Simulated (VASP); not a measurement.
# LuW (P4/mmm) in VASP: single point with r2SCAN

Aim: the single point of LuW with r2SCAN.

Program: VASP 6.6.1. These are calculated values, not measurements. Logs are shortened: lines on timing, memory, paths and dates and some standing lists are left out, and cuts for length are marked.

### Step 1. Starting point

Symmetry: P4/mmm, No. 123, tetragonal system. Conventional cell: a = 3.213 Å, b = 3.213 Å, c = 3.937 Å, α = 90.00°, β = 90.00°, γ = 90.00°. W (site symmetry 4/mmm) has 8 Lu at 3.01 Å and 4 W at 3.21 Å as nearest neighbours. Around Lu (site symmetry 4/mmm) lie 8 W at 3.01 Å and 4 Lu at 3.21 Å.

The cell was built by a generator and needn't be a form met in nature.

### Step 2. Single point, r2SCAN

POSCAR

```
LuW
1.0
    3.2125089500      0.0000000000      0.0000000000
    0.0000000000      3.2125089500      0.0000000000
    0.0000000000      0.0000000000      3.9371184300
W Lu
1 1
Direct
    0.0000000000      0.0000000000      0.0000000000
    0.5000000000      0.5000000000      0.5000000000
```

INCAR.step1

```
PREC     = Accurate       # precision mode
ENCUT    = 520            # plane-wave cutoff, eV
ISMEAR   = -1             # smearing method
SIGMA    = 0.1            # smearing width, eV
LREAL    = F              # projectors in reciprocal space
LASPH    = T              # aspherical terms in the spheres
NELM     = 100            # most SCF steps
NBANDS   = 26             # bands
GGA      = PE             # functional
ALGO     = Normal         # electronic algorithm
EDIFF    = 1E-4           # SCF threshold, eV
LWAVE    = T              # write WAVECAR
LCHARG   = F              # write CHGCAR
```

INCAR.step2

```
PREC     = Accurate       # precision mode
ENCUT    = 520            # plane-wave cutoff, eV
EDIFF    = 1E-6           # SCF threshold, eV
ISMEAR   = -1             # smearing method
SIGMA    = 0.1            # smearing width, eV
LREAL    = F              # projectors in reciprocal space
LASPH    = T              # aspherical terms in the spheres
NELM     = 100            # most SCF steps
ALGO     = Normal         # electronic algorithm
ISIF     = 2              # what is computed and relaxed
LWAVE    = F              # write WAVECAR
LCHARG   = F              # write CHGCAR
METAGGA  = R2SCAN         # meta-GGA
LMIXTAU  = T            
NBANDS   = 26             # bands
ISTART   = 1
```

KPOINTS

```
regular mesh
0
Gamma
  10 10 9
```

Potentials or basis: VASP PAW PBE potentials, release 64 (W_sv, Lu).

Run with:

```bash
cat potpaw_PBE.64/W_sv/POTCAR potpaw_PBE.64/Lu/POTCAR > POTCAR
cp INCAR.step1 INCAR
mpirun -np 1 vasp_std > vasp.out
cp INCAR.step2 INCAR
mpirun -np 1 vasp_std > vasp.out
```

OUTCAR:

```text
PREC = Accurate
   ENCUT = 520
   EDIFF = 1E-6
   ISMEAR = -1
   LREAL = F
   LASPH = T
   NELM = 100
   ISIF = 2
   METAGGA = R2SCAN
   ISTART = 1

 ion  position               nearest neighbor table
   1  0.000  0.000  0.000-   2 3.01   2 3.01   2 3.01   2 3.01   2 3.01   2 3.01   2 3.01   2 3.01

   2  0.500  0.500  0.500-   1 3.01   1 3.01   1 3.01   1 3.01   1 3.01   1 3.01   1 3.01   1 3.01

  LATTYP: Found a simple tetragonal cell.
 ALAT       =     3.2125089500
 C/A-ratio  =     1.2255587428

  Lattice vectors:

 A1 = (   3.2125089500,   0.0000000000,   0.0000000000)
 A2 = (   0.0000000000,   3.2125089500,   0.0000000000)
 A3 = (   0.0000000000,   0.0000000000,   3.9371184300)

Analysis of symmetry for initial positions (statically):
=====================================================================
 Subroutine PRICEL returns:
 Original cell was already a primitive cell.

 Routine SETGRP: Setting up the symmetry group for a
 simple tetragonal supercell.

 Subroutine GETGRP returns: Found 16 space group operations
 (whereof 16 operations were pure point group operations)
 out of a pool of 16 trial point group operations.

The static configuration has the point symmetry D_4h.

Analysis of symmetry for dynamics (positions and initial velocities):
=====================================================================
 Subroutine PRICEL returns:
 Original cell was already a primitive cell.

 Routine SETGRP: Setting up the symmetry group for a
 simple tetragonal supercell.

 Subroutine GETGRP returns: Found 16 space group operations
 (whereof 16 operations were pure point group operations)
 out of a pool of 16 trial point group operations.

The dynamic configuration has the point symmetry D_4h.

 Subroutine INISYM returns: Found 16 space group operations
 (whereof 16 operations are pure point group operations),
 and found     1 'primitive' translations

----------------------------------------------------------------------------------------

                                     Primitive cell

  volume of cell :      40.6319

  direct lattice vectors                    reciprocal lattice vectors
     3.212508950  0.000000000  0.000000000     0.311283179  0.000000000  0.000000000
     0.000000000  3.212508950  0.000000000     0.000000000  0.311283179  0.000000000
     0.000000000  0.000000000  3.937118430     0.000000000  0.000000000  0.253992868

  length of vectors
     3.212508950  3.212508950  3.937118430     0.311283179  0.311283179  0.253992868

  position of ions in fractional coordinates (direct lattice)
     0.000000000  0.000000000  0.000000000
     0.500000000  0.500000000  0.500000000

  ion indices of the primitive-cell ions
   primitive index   ion index
                 1           1
                 2           2

----------------------------------------------------------------------------------------

 KPOINTS: regular mesh

Automatic generation of k-mesh.
 Grid dimensions read from file:
 generate k-points for:   10   10    9

 Generating k-lattice:

  Cartesian coordinates                     Fractional coordinates (reciprocal lattice)
     0.031128318  0.000000000  0.000000000     0.100000000  0.000000000  0.000000000
     0.000000000  0.031128318  0.000000000     0.000000000  0.100000000  0.000000000
     0.000000000  0.000000000  0.028221430     0.000000000  0.000000000  0.111111111

  Length of vectors
     0.031128318  0.031128318  0.028221430

  Shift w.r.t. Gamma in fractional coordinates (k-lattice)
     0.000000000  0.000000000  0.000000000

 Subroutine IBZKPT returns following result:
 ===========================================

 Found    105 irreducible k-points:

 Following reciprocal coordinates:
            Coordinates               Weight
  0.000000  0.000000  0.000000      1.000000
  0.100000  0.000000  0.000000      4.000000
  0.200000  0.000000  0.000000      4.000000
  0.300000  0.000000  0.000000      4.000000
  0.400000  0.000000  0.000000      4.000000
  0.500000  0.000000  0.000000      2.000000
[... 16 lines left out ...]
  0.100000  0.000000  0.111111      8.000000
  0.200000  0.000000  0.111111      8.000000
 [... further k-points ...]
   k-points           NKPTS =    105   k-points in BZ     NKDIM =    105   number of bands    NBANDS=     26
   number of dos      NEDOS =    301   number of ions     NIONS =      2
   total plane-waves  NPLWV =  17280
   dimension x,y,z NGX =    24 NGY =   24 NGZ =   30
   dimension x,y,z NGXF=    48 NGYF=   48 NGZF=   60
   ions per type =               1   1
   NGX,Y,Z   is equivalent  to a cutoff of  12.42, 12.42, 12.67 a.u.
   NGXF,Y,Z  is equivalent  to a cutoff of  24.84, 24.84, 25.34 a.u.
 SYSTEM =  unknown system
   PREC   = accura    normal or accurate (medium, high low for compatibility)
   ISTART =      1    job   : 0-new  1-cont  2-samecut
   ICHARG =      0    charge: 1-file 2-atom 10-const
   ISPIN  =      1    spin polarized calculation?
   LNONCOLLINEAR =      F non collinear calculations
   LSORBIT =      F    spin-orbit coupling
   LASPH  =      T    aspherical Exc in radial PAW
   ENCUT  =  520.0 eV  38.22 Ry    6.18 a.u.   5.97  5.97  7.32*2*pi/ulx,y,z
   NELM   =    100;   NELMIN=  2; NELMDL=  0     # of ELM steps
   EDIFF  = 0.1E-05   stopping-criterion for ELM
   LREAL  =      F    real-space projection
   EDIFFG = 0.1E-04   stopping-criterion for IOM
   NSW    =      0    number of steps for IOM
   IBRION =     -1    ionic relax: 0-MD 1-quasi-New 2-CG
   NFREE  =      0    steps in history (QN), initial steepest desc. (CG)
   ISIF   =      2    stress and relaxation
   ISYM   =      2    0-nonsym 1-usesym 2-fastsym
   POTIM  = 0.5000    time-step for ionic-motion
   TEBEG  =    0.0;   TEEND  =   0.0 temperature during run
   PSTRESS=    0.0 pullay stress
   NELECT =      39.0000    total number of electrons
   NUPDOWN=      -1.0000    fix difference up-down
   EMIN   =  10.00;   EMAX   =-10.00  energy-range for DOS
   EFERMI =   0.00;   METHOD = LEGACY
   ISMEAR =    -1;   SIGMA  =   0.10  broadening in eV -4-tet -1-fermi 0-gaus
   EFERMI_NEDOS =   21; number of points for ismear=-14 and -15
   IALGO  =     38    algorithm
   IMIX   =      4    mixing-type and parameters
     AMIX     =   0.40;   BMIX     =  1.00
     AMIX_MAG =   1.60;   BMIX_MAG =  1.00
  volume/ion in A,a.u.               =      20.32       137.10
  Fermi-wavevector in a.u.,A,eV,Ry     =   1.614881  3.051683 35.481845  2.607842
  Thomas-Fermi vector in A             =   2.709719
   LORBIT       =      0    0 simple, 1 ext, 2 COOP (PROOUT), +10 PAW based schemes
   METAGGA = R2SCAN    functional components
   LHFCALC =     F    Hartree Fock is set to
   AEXX    =    0.0000 exact exchange contribution
   IVDW    =     0    specifies the selected vdW correction
   LEPSILON=     F    determine dielectric tensor
   LRPA    =     F    only Hartree local field effects (RPA)
 non-spin polarized calculation
  energy-cutoff  :      520.00
  volume of cell :       40.63
 maximum number of plane-waves:      1114
 NGX is ok and might be reduce to    24
   NGX = 11   NGY = 11   NGZ = 15

 number of electron      38.9999997 magnetization

 Free energy of the ion-electron system (eV)
  ---------------------------------------------------
  ext. energy  EPLUGINS =         0.00000000
  ---------------------------------------------------
  free energy    TOTEN  =       -87.78593934 eV

  energy without entropy =      -87.68990759  energy(sigma->0) =      -87.73792346

 E-fermi :   5.5428     XC(G=0): -13.5061

 val. band max:        5.5410289365   @ k =   0.4000   0.3000   0.3333
 cond. band min:       5.5535204612   @ k =   0.3000   0.3000   0.1111
 fundamental gap:      0.0124915247
 Fermi energy:         5.5428116319

 k-point     1 :       0.0000    0.0000    0.0000
  band No.  band energies     occupation
      1     -69.9270      2.00000
      2     -51.2166      2.00000
      3     -33.4774      2.00000
      4     -33.3986      2.00000
      5     -33.3986      2.00000
      6     -21.2401      2.00000
[... 18 lines left out ...]
     25      13.7194      0.00000
     26      13.7867      0.00000

 k-point     2 :       0.1000    0.0000    0.0000
  band No.  band energies     occupation
      1     -69.9262      2.00000
      2     -51.2139      2.00000
      3     -33.4748      2.00000
      4     -33.4180      2.00000
      5     -33.3968      2.00000
      6     -21.2375      2.00000
[... 18 lines left out ...]
     25      12.7511      0.00000
     26      13.5960      0.00000

 k-point     3 :       0.2000    0.0000    0.0000
  band No.  band energies     occupation
      1     -69.9241      2.00000
      2     -51.2070      2.00000
      3     -33.4685      2.00000
      4     -33.4680      2.00000
      5     -33.3920      2.00000
      6     -21.2706      2.00000
[... 18 lines left out ...]
     25      11.4434      0.00000
     26      13.0909      0.00000

 k-point     4 :       0.3000    0.0000    0.0000
  band No.  band energies     occupation
      1     -69.9216      2.00000
      2     -51.1985      2.00000
      3     -33.5303      2.00000
      4     -33.4596      2.00000
      5     -33.3860      2.00000
      6     -21.4525      2.00000
[... 18 lines left out ...]
     25      10.4323      0.00000
     26      12.4423      0.00000
[... 496 lines left out ...]
      1     -69.9269      2.00000
      2     -51.2165      2.00000
      3     -33.4786      2.00000
      4     -33.3983      2.00000
      5     -33.3983      2.00000
      6     -21.2564      2.00000
[... 18 lines left out ...]
     25      12.8691      0.00000
     26      12.8691      0.00000

 k-point    23 :       0.1000    0.0000    0.1111
  band No.  band energies     occupation
      1     -69.9261      2.00000
      2     -51.2138      2.00000
      3     -33.4762      2.00000
      4     -33.4178      2.00000
      5     -33.3964      2.00000
      6     -21.2531      2.00000
[... 18 lines left out ...]
     25      12.1915      0.00000
     26      13.6483      0.00000

 k-point    24 :       0.2000    0.0000    0.1111
  band No.  band energies     occupation
      1     -69.9241      2.00000
      2     -51.2069      2.00000
      3     -33.4716      2.00000
      4     -33.4670      2.00000
      5     -33.3917      2.00000
      6     -21.2734      2.00000
[... 18 lines left out ...]
     25      11.2037      0.00000
     26      13.3575      0.00000

 [... further k-points ...]
[... 5 lines left out ...]
  --------------------------------------------------------------------------------------
  -------------------------------------------------------------------------------------
  Total       -0.2816366     -0.2816366      0.6573032      0.0000000      0.0000000     -0.0000000
  in kB      -11.1053583    -11.1053583     25.9184597      0.0000000      0.0000000     -0.0000000
  external PRESSURE =       1.2359144 kB  Pullay stress =       0.0000000 kB

 VOLUME and BASIS-vectors are now :
 -----------------------------------------------------------------------------
  energy-cutoff  :      520.00
  volume of cell :       40.63
      direct lattice vectors                 reciprocal lattice vectors
     3.212508950  0.000000000  0.000000000     0.311283179  0.000000000  0.000000000
     0.000000000  3.212508950  0.000000000     0.000000000  0.311283179  0.000000000
     0.000000000  0.000000000  3.937118430     0.000000000  0.000000000  0.253992868

 POSITION                                       TOTAL-FORCE (eV/Angst)
 -----------------------------------------------------------------------------------
      0.00000      0.00000      0.00000         0.000000      0.000000      0.000000
      1.60625      1.60625      1.96856         0.000000      0.000000      0.000000
 -----------------------------------------------------------------------------------
    total drift:                                0.000000      0.000000     -0.000000

  FREE ENERGIE OF THE ION-ELECTRON SYSTEM (eV)
  ---------------------------------------------------
  free  energy   TOTEN  =       -87.7859393391 eV

  energy  without entropy=      -87.6899075868  energy(sigma->0) =      -87.73792346
```

It took 4.5 min on 1 thread of Intel Xeon Platinum 8259CL at 2.50GHz (Skylake/Cascade Lake), shared host; peak memory 0.25 GiB.

Results:

```yaml
Free_energy: -87.7859 eV
Pressure: 0.1 GPa
Band_gap_on_the_k_mesh: none (metal or under the smearing width)
```

Stress tensor (GPa, compression positive):
```
-1.11  0.00  0.00
 0.00 -1.11  0.00
 0.00  0.00  2.59
```

Levels at points of the mesh, in eV from the Fermi level:
```csv
k point,band 16,band 17,band 18,band 19,band 20,band 21,band 22,band 23
"(0.00, 0.00, 0.00)",-4.10,-3.54,-3.08,0.39,0.39,2.06,3.12,5.22
"(0.50, 0.00, 0.00)",-3.46,-2.71,-1.26,-0.71,0.76,1.25,1.43,1.54
"(0.50, 0.50, 0.00)",-3.87,-3.72,-2.38,-2.38,2.44,2.44,3.76,4.62
```

Caveat: the PAW data sets were made with another functional, which shifts forces and pressure a little.
